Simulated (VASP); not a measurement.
# Al3BiO3 (R3m) in VASP: density of states with PBE

Aim: the density of states of Al3BiO3 with PBE.

Program: VASP 6.6.1. These are calculated values, not measurements. Logs are shortened: lines on timing, memory, paths and dates and some standing lists are left out, and cuts for length are marked.

## 1. The structure

The structure is trigonal, space group R3m (No. 160). The conventional cell has a = 7.445 Å, b = 7.445 Å, c = 6.603 Å, α = 90.00°, β = 90.00°, γ = 120.00°. Al (site symmetry m) is surrounded by 3 O at 1.85 to 1.86 Å. Bi (site symmetry 3m) is surrounded by 3 Al at 2.81 Å and 3 O at 2.96 Å. O (site symmetry m) is surrounded by 3 Al at 1.85 to 1.86 Å.

The cell was built by a generator and needn't be a form met in nature.

## 2. Density of states, PBE

Input file POSCAR:

```
Al3BiO3                                 
1.0
    3.7226533266      2.1492749026      2.2009886406
   -3.7226533266      2.1492749026      2.2009886406
    0.0000000000     -4.2985498053      2.2009886406
  Al              Bi              O             
     3     1     3
Direct
     0.4628094278735497    0.0229740178607133    0.4628094278735497
     0.0229740178607133    0.4628094278735497    0.4628094278735497
     0.4628094278735497    0.4628094278735497    0.0229740178607133
     0.8694243268199181    0.8694243268199181    0.8694243268199181
     0.2681991067559903    0.2681991067559903    0.6460387260602980
     0.2681991067559903    0.6460387260602980    0.2681991067559903
     0.6460387260602980    0.2681991067559903    0.2681991067559903
```

Input file INCAR.step1:

```
PREC = Accurate ; ENCUT = 520
EDIFF = 1E-6 ; ISMEAR = 0
SIGMA = 0.03 ; LREAL = F
LASPH = T ; NELM = 100
ALGO = Fast ; ISIF = 2
LWAVE = F ; LCHARG = T
GGA = PE ; KPAR = 4
```

Input file KPOINTS.step1:

```
regular mesh
0
Gamma
  6 6 6
```

Input file INCAR.step2:

```
PREC = Accurate ; ENCUT = 520
EDIFF = 1E-6 ; ISMEAR = -5
SIGMA = 0.03 ; LREAL = F
LASPH = T ; NELM = 100
ALGO = Fast ; ISIF = 2
LWAVE = F ; LCHARG = F
GGA = PE ; LORBIT = 11
KPAR = 4 ; NEDOS = 2001
ICHARG = 11
```

Input file KPOINTS.step2:

```
regular mesh
0
Gamma
  9 9 9
```

Potentials or basis: VASP PAW PBE potentials, release 64 (Al, Bi_d, O).

Run with:

```bash
$ cat potpaw_PBE.64/Al/POTCAR potpaw_PBE.64/Bi_d/POTCAR potpaw_PBE.64/O/POTCAR > POTCAR
$ cp INCAR.step1 INCAR
$ cp KPOINTS.step1 KPOINTS
$ mpirun -np 4 vasp_std > vasp.out
$ cp INCAR.step2 INCAR
$ cp KPOINTS.step2 KPOINTS
$ mpirun -np 4 vasp_std > vasp.out
```

OUTCAR:

```text
PREC = Accurate
   ENCUT = 520
   EDIFF = 1E-6
   ISMEAR = -5
   LREAL = F
   LASPH = T
   NELM = 100
   ISIF = 2
   GGA = PE
   LORBIT = 11
   ICHARG = 11

 ion  position               nearest neighbor table
   1  0.463  0.023  0.463-   5 1.85   7 1.85   6 1.86   4 2.81   3 3.11   3 3.11   2 3.11   2 3.11
                             2 3.27   3 3.27   4 3.50
   2  0.023  0.463  0.463-   5 1.85   6 1.85   7 1.86   4 2.81   3 3.11   3 3.11   1 3.11   1 3.11
                             1 3.27   3 3.27   4 3.50
   3  0.463  0.463  0.023-   6 1.85   7 1.85   5 1.86   4 2.81   2 3.11   1 3.11   1 3.11   2 3.11
                             1 3.27   2 3.27   4 3.50
   4  0.869  0.869  0.869-   1 2.81   2 2.81   3 2.81   2 3.50   1 3.50   3 3.50
   5  0.268  0.268  0.646-   1 1.85   2 1.85   3 1.86
   6  0.268  0.646  0.268-   3 1.85   2 1.85   1 1.86
   7  0.646  0.268  0.268-   3 1.85   1 1.85   2 1.86

  LATTYP: Found a trigonal (rhomboedric) cell.
 ALAT       =     4.8292733815
 COS(alpha) =    -0.1884245149

  Lattice vectors:

 A1 = (   3.7226533266,   2.1492749026,   2.2009886406)
 A2 = (  -3.7226533266,   2.1492749026,   2.2009886406)
 A3 = (   0.0000000000,  -4.2985498053,   2.2009886406)

Analysis of symmetry for initial positions (statically):
=====================================================================
 Subroutine PRICEL returns:
 Original cell was already a primitive cell.

 Routine SETGRP: Setting up the symmetry group for a
 trigonal (rhombohedral) supercell.

 Subroutine GETGRP returns: Found  6 space group operations
 (whereof  6 operations were pure point group operations)
 out of a pool of 12 trial point group operations.

The static configuration has the point symmetry C_3v.

Analysis of symmetry for dynamics (positions and initial velocities):
=====================================================================
 Subroutine PRICEL returns:
 Original cell was already a primitive cell.

 Routine SETGRP: Setting up the symmetry group for a
 trigonal (rhombohedral) supercell.

 Subroutine GETGRP returns: Found  6 space group operations
 (whereof  6 operations were pure point group operations)
 out of a pool of 12 trial point group operations.

The dynamic configuration has the point symmetry C_3v.

 Subroutine INISYM returns: Found  6 space group operations
 (whereof  6 operations are pure point group operations),
 and found     1 'primitive' translations

----------------------------------------------------------------------------------------

                                     Primitive cell

  volume of cell :     105.6607

  direct lattice vectors                    reciprocal lattice vectors
     3.722653327  2.149274903  2.200988641     0.134312802  0.077545532  0.151447094
    -3.722653327  2.149274903  2.200988641    -0.134312802  0.077545532  0.151447094
     0.000000000 -4.298549805  2.200988641     0.000000000 -0.155091065  0.151447094

  length of vectors
     4.829273381  4.829273381  4.829273385     0.216770525  0.216770525  0.216770525

  position of ions in fractional coordinates (direct lattice)
     0.462809428  0.022974018  0.462809428
     0.022974018  0.462809428  0.462809428
     0.462809428  0.462809428  0.022974018
     0.869424327  0.869424327  0.869424327
     0.268199107  0.268199107  0.646038726
     0.268199107  0.646038726  0.268199107
     0.646038726  0.268199107  0.268199107

  ion indices of the primitive-cell ions
   primitive index   ion index
                 1           1
                 2           2
                 3           3
                 4           4
                 5           5
                 6           6
                 7           7

----------------------------------------------------------------------------------------

 KPOINTS: regular mesh

Automatic generation of k-mesh.
 Grid dimensions read from file:
 generate k-points for:    9    9    9

 Generating k-lattice:

  Cartesian coordinates                     Fractional coordinates (reciprocal lattice)
     0.014923645  0.008616170  0.016827455     0.111111111  0.000000000  0.000000000
    -0.014923645  0.008616170  0.016827455     0.000000000  0.111111111  0.000000000
     0.000000000 -0.017232341  0.016827455     0.000000000  0.000000000  0.111111111

  Length of vectors
     0.024085614  0.024085614  0.024085614

  Shift w.r.t. Gamma in fractional coordinates (k-lattice)
     0.000000000  0.000000000  0.000000000

 TETIRR: Found   1072 inequivalent tetrahedra from     4374

 Subroutine IBZKPT returns following result:
 ===========================================

 Found     85 irreducible k-points:

 Following reciprocal coordinates:
            Coordinates               Weight
  0.000000  0.000000  0.000000      1.000000
  0.111111  0.000000  0.000000      6.000000
  0.222222  0.000000  0.000000      6.000000
  0.333333 -0.000000  0.000000      6.000000
  0.444444  0.000000  0.000000      6.000000
  0.111111  0.111111  0.000000      6.000000
[... 16 lines left out ...]
 -0.333333  0.333333  0.000000      6.000000
  0.444444  0.444444  0.000000      6.000000
 [... further k-points ...]
   k-points           NKPTS =     85   k-points in BZ     NKDIM =     85   number of bands    NBANDS=     25
   number of dos      NEDOS =   2001   number of ions     NIONS =      7
   total plane-waves  NPLWV =  46656
   dimension x,y,z NGX =    36 NGY =   36 NGZ =   36
   dimension x,y,z NGXF=    72 NGYF=   72 NGZF=   72
   ions per type =               3   1   3
   NGX,Y,Z   is equivalent  to a cutoff of  12.39, 12.39, 12.39 a.u.
   NGXF,Y,Z  is equivalent  to a cutoff of  24.79, 24.79, 24.79 a.u.
 SYSTEM =  unknown system
   PREC   = accura    normal or accurate (medium, high low for compatibility)
   ISTART =      0    job   : 0-new  1-cont  2-samecut
   ICHARG =     11    charge: 1-file 2-atom 10-const
   ISPIN  =      1    spin polarized calculation?
   LNONCOLLINEAR =      F non collinear calculations
   LSORBIT =      F    spin-orbit coupling
   LASPH  =      T    aspherical Exc in radial PAW
   ENCUT  =  520.0 eV  38.22 Ry    6.18 a.u.   8.98  8.98  8.98*2*pi/ulx,y,z
   NELM   =    100;   NELMIN=  2; NELMDL=  0     # of ELM steps
   EDIFF  = 0.1E-05   stopping-criterion for ELM
   LREAL  =      F    real-space projection
   EDIFFG = 0.1E-04   stopping-criterion for IOM
   NSW    =      0    number of steps for IOM
   IBRION =     -1    ionic relax: 0-MD 1-quasi-New 2-CG
   NFREE  =      0    steps in history (QN), initial steepest desc. (CG)
   ISIF   =      2    stress and relaxation
   ISYM   =      2    0-nonsym 1-usesym 2-fastsym
   POTIM  = 0.5000    time-step for ionic-motion
   TEBEG  =    0.0;   TEEND  =   0.0 temperature during run
   PSTRESS=    0.0 pullay stress
   NELECT =      42.0000    total number of electrons
   NUPDOWN=      -1.0000    fix difference up-down
   EMIN   =  10.00;   EMAX   =-10.00  energy-range for DOS
   EFERMI =   0.00;   METHOD = LEGACY
   ISMEAR =    -5;   SIGMA  =   0.03  broadening in eV -4-tet -1-fermi 0-gaus
   EFERMI_NEDOS =   21; number of points for ismear=-14 and -15
   IALGO  =     68    algorithm
   IMIX   =      4    mixing-type and parameters
     AMIX     =   0.40;   BMIX     =  1.00
     AMIX_MAG =   1.60;   BMIX_MAG =  1.00
  volume/ion in A,a.u.               =      15.09       101.86
  Fermi-wavevector in a.u.,A,eV,Ry     =   1.203705  2.274673 19.713558  1.448906
  Thomas-Fermi vector in A             =   2.339451
   LORBIT       =     11    0 simple, 1 ext, 2 COOP (PROOUT), +10 PAW based schemes
   GGA     = PE    functional components
   LHFCALC =     F    Hartree Fock is set to
   AEXX    =    0.0000 exact exchange contribution
   IVDW    =     0    specifies the selected vdW correction
   LEPSILON=     F    determine dielectric tensor
   LRPA    =     F    only Hartree local field effects (RPA)
 non-spin polarized calculation
 RMM-DIIS sequential band-by-band and
 Fermi weights with tetrahedron method with Bloechl corrections
  energy-cutoff  :      520.00
  volume of cell :      105.66
 maximum number of plane-waves:      2865

 number of electron      41.9999987 magnetization

 Free energy of the ion-electron system (eV)
  ---------------------------------------------------
  ext. energy  EPLUGINS =         0.00000000
  ---------------------------------------------------
  free energy    TOTEN  =       -43.08064025 eV

  energy without entropy =      -43.08064025  energy(sigma->0) =      -43.08064025

 E-fermi :   6.2955     XC(G=0): -10.1114

 val. band max:        6.2832105613   @ k =  -0.2222   0.2222   0.0000
 cond. band min:       6.9617309806   @ k =   0.0000   0.0000   0.0000
 fundamental gap:      0.6785204192
 Fermi energy:         6.2954518822

 k-point     1 :       0.0000    0.0000    0.0000
  band No.  band energies     occupation
      1     -14.9101      2.00000
      2     -14.9101      2.00000
      3     -14.8691      2.00000
      4     -14.8691      2.00000
      5     -14.8374      2.00000
      6     -14.0321      2.00000
[... 17 lines left out ...]
     24       9.0005      0.00000
     25      11.7967      0.00000

 k-point     2 :       0.1111    0.0000    0.0000
  band No.  band energies     occupation
      1     -14.9104      2.00000
      2     -14.9101      2.00000
      3     -14.8688      2.00000
      4     -14.8687      2.00000
      5     -14.8376      2.00000
      6     -14.0138      2.00000
[... 608 lines left out ...]
 k-point    24 :       0.4444    0.4444    0.0000
  band No.  band energies     occupation
      1     -14.9209      2.00000
      2     -14.9096      2.00000
      3     -14.8669      2.00000
      4     -14.8613      2.00000
      5     -14.8411      2.00000
      6     -13.6419      2.00000
[... 17 lines left out ...]
     24      10.9071      0.00000
     25      11.5426      0.00000

 [... further k-points ...]

------------------------ aborting loop because EDIFF is reached ----------------------------------------

  FORCE on cell =-STRESS in cart. coord.  units (eV):
  Direction    XX          YY          ZZ          XY          YZ          ZX
  --------------------------------------------------------------------------------------
  -------------------------------------------------------------------------------------
  Total       -0.0022537     -0.0022537     -0.0320718      0.0000000      0.0000000      0.0000000
  in kB       -0.0341745     -0.0341745     -0.4863178      0.0000000      0.0000000      0.0000000
  external PRESSURE =      -0.1848889 kB  Pullay stress =       0.0000000 kB

 VOLUME and BASIS-vectors are now :
 -----------------------------------------------------------------------------
  energy-cutoff  :      520.00
  volume of cell :      105.66
      direct lattice vectors                 reciprocal lattice vectors
     3.722653327  2.149274903  2.200988641     0.134312802  0.077545532  0.151447094
    -3.722653327  2.149274903  2.200988641    -0.134312802  0.077545532  0.151447094
     0.000000000 -4.298549805  2.200988641     0.000000000 -0.155091065  0.151447094

 POSITION                                       TOTAL-FORCE (eV/Angst)
 -----------------------------------------------------------------------------------
      1.63735     -0.94533      2.08784        -0.002325      0.001342      0.002570
     -1.63735     -0.94533      2.08784         0.002325      0.001342      0.002570
      0.00000      1.89065      2.08784        -0.000000     -0.002684      0.002570
      0.00000     -0.00000      5.74078        -0.000000      0.000000     -0.000260
      0.00000     -1.62416      2.60253        -0.000000     -0.003565     -0.002483
     -1.40657      0.81208      2.60253        -0.003087      0.001782     -0.002483
      1.40657      0.81208      2.60253         0.003087      0.001782     -0.002483
 -----------------------------------------------------------------------------------
    total drift:                               -0.000000      0.000000     -0.000850

  FREE ENERGIE OF THE ION-ELECTRON SYSTEM (eV)
  ---------------------------------------------------
  free  energy   TOTEN  =       -43.0806402509 eV

  energy  without entropy=      -43.0806402509  energy(sigma->0) =      -43.08064025

 total charge

# of ion       s       p       d       tot
------------------------------------------
    1        0.355   0.361   0.000   0.716
    2        0.355   0.361   0.000   0.716
    3        0.355   0.361   0.000   0.716
    4        1.469   1.606   9.908  12.984
    5        1.558   3.575   0.000   5.133
    6        1.558   3.575   0.000   5.133
    7        1.558   3.575   0.000   5.133
--------------------------------------------------
tot          7.209  13.415   9.908  30.532
```

Wall time 87 s (4 MPI ranks of Intel Xeon Platinum 8259CL at 2.50GHz (Skylake/Cascade Lake), shared host); peak memory 0.34 GiB.

What came out:

- Valence electrons inside the program's atomic spheres: Al 0.72; Bi 12.98; O 5.13

Levels at points of the mesh, in eV from the valence-band top:
```
           k point  band 19  band 20  band 21  band 22  band 23  band 24
(0.00, 0.00, 0.00)    -0.31    -0.08    -0.08     0.68     2.72     2.72
```

States per cell in windows of 1 eV (zero at the valence-band top; states under -8 eV left out):
```csv
from (eV),total,O6_p,O7_p,O5_p,Bi4_p,Al1_s,Al2_s
-8.0,4.89,0.72,0.72,0.72,0.03,0.21,0.21
-7.0,2.91,0.51,0.51,0.51,0.01,0.03,0.03
-6.0,6.42,1.23,1.23,1.23,0.05,0.02,0.02
-5.0,1.82,0.34,0.34,0.34,0.06,0.00,0.00
-4.0,2.52,0.50,0.50,0.51,0.06,0.00,0.00
-3.0,0.11,0.01,0.01,0.01,0.02,0.00,0.00
-2.0,1.90,0.11,0.11,0.11,0.35,0.03,0.03
-1.0,4.01,0.22,0.22,0.22,1.02,0.04,0.04
0.0,0.00,0.00,0.00,0.00,0.00,0.00,0.00
1.0,0.10,0.00,0.00,0.00,0.01,0.00,0.00
2.0,1.84,0.05,0.05,0.05,0.07,0.05,0.05
3.0,2.25,0.06,0.06,0.06,0.12,0.05,0.05
4.0,2.90,0.09,0.09,0.09,0.16,0.07,0.07
5.0,0.88,0.03,0.03,0.03,0.07,0.02,0.02
6.0,0.00,0.00,0.00,0.00,0.00,0.00,0.00
```

Caveat: spin-orbit coupling is left out, which moves the levels of the heavy elements.
